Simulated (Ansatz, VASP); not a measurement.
## Ga3Sb2As: VASP beside Ansatz

```
Ga Sb As
1.0
     4.03837    0.00000    0.00000
    -2.01918    3.49733    0.00000
     0.00000    0.00000    9.89194
Ga Sb As
3 2 1
Direct
  0.00000 0.00000 0.00000
  0.33333 0.66667 0.66667
  0.66667 0.33333 0.33333
  0.66667 0.33333 0.58333
  0.00000 0.00000 0.25000
  0.33333 0.66667 0.91667
```

Alike in both runs: task single point; functional PBE; k mesh 6 × 6 × 2; occupations gaussian, width 0.1 eV; no spin polarisation.

```csv
,VASP,Ansatz
version,VASP 6.6.1,Ansatz 0.2.0
potentials or method,"VASP PAW PBE potentials, release 64 (Ga_d, Sb, As)","scalar-relativistic, plane waves, PAW"
plane-wave cutoff (eV),520,420
valence electrons in the cell,54,84
```

```csv
,VASP,Ansatz,Ansatz less VASP
gap on the k mesh at the Fermi level (eV),0.39,0.39,+0.005
least direct gap on the mesh (eV),0.39,0.39,+0.005
pressure (GPa),14.3,14.1,-0.18
largest component of the traceless stress (GPa),0.40,0.40,-0.002
rms of the force components (eV/Å),0.470,0.469,-0.0008
```

Atom by atom the forces differ by 0.001 eV/Å (rms over components). The two sets of potentials don't hold the same shells in valence.

Caveats: spin-orbit coupling is left out, which moves the levels of the heavy elements; forces of over 1 eV/Å show positions far from the minimum, so gaps and moduli don't describe the material at rest.
